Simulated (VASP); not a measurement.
Input:

```yaml
crystal:
  lattice:
    - [0.00000, 2.86498, 2.86498]
    - [2.86498, 0.00000, 2.86498]
    - [2.86498, 2.86498, 0.00000]
  atoms:
    - { symbol: Ag, position: [0.00000, 0.00000, 0.00000] }
    - { symbol: Br, position: [0.50000, 0.50000, 0.50000] }
```

Calculation: PBE GGA with D3 dispersion (Becke-Johnson damping), VASP's PBE PAW potentials (set 64) (plane waves; VASP). Settings: 520 eV cut-off, 7×7×7 Γ-centred mesh, Gaussian smearing of 0.050 eV, potentials Ag Br.

Question: Predict the energy per atom (σ→0).

Answer: 
```
Item                           Result
---------------------  --------------
energy per atom (σ→0)  -2.857 eV/atom
```

The compound is AgBr in the rock salt structure. It was relaxed first. The start is the result of an earlier pass.
